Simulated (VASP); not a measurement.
Input:

```
CELL_PARAMETERS angstrom
      2.29500    -3.97506     0.00000
      2.29500     3.97506     0.00000
      0.00000     0.00000     7.51000
ATOMIC_POSITIONS crystal
  Ag 0.66667 0.33333 0.50000
  Ag 0.33333 0.66667 0.00000
  I  0.66667 0.33333 0.87500
  I  0.33333 0.66667 0.37500
```

Level of theory: PBE GGA with D3 dispersion (Becke-Johnson damping), VASP's PBE PAW potentials (set 64) (plane waves; VASP). Settings: 520 eV cut-off, 6×6×4 Γ-centred mesh, tetrahedra with Blöchl corrections, potentials Ag I.

Unless said otherwise, spin-orbit coupling is left out, though it shifts the bands of the heavy elements here.

Problem. Tabulate the total density of states (states/eV per cell) against energy (eV; zero at the valence-band maximum or, without a gap, the Fermi level).

Solution. 
(E (eV), DOS (states/eV)): (-9.95, 0.00); (-9.38, 0.00); (-8.69, 0.00); (-8.13, 0.00); (-7.44, 0.00); (-6.87, 0.00); (-6.30, 0.00); (-5.62, 0.00); (-5.05, 0.00); (-4.37, 9.98); (-3.80, 15.6); (-3.12, 32.1); (-2.55, 4.88); (-1.98, 3.21); (-1.30, 3.66); (-0.73, 4.43); (-0.04, 0.11); (0.52, 0.00); (1.21, 0.00); (1.78, 0.03); (2.35, 0.23); (3.03, 1.11); (3.60, 3.93); (4.28, 0.77); (4.85, 1.54)
Within 2 eV below the valence-band maximum the largest weight inside VASP's projection spheres is Ag d, then I p.

The compound is AgI in the wurtzite structure. The cell was not relaxed at this level.
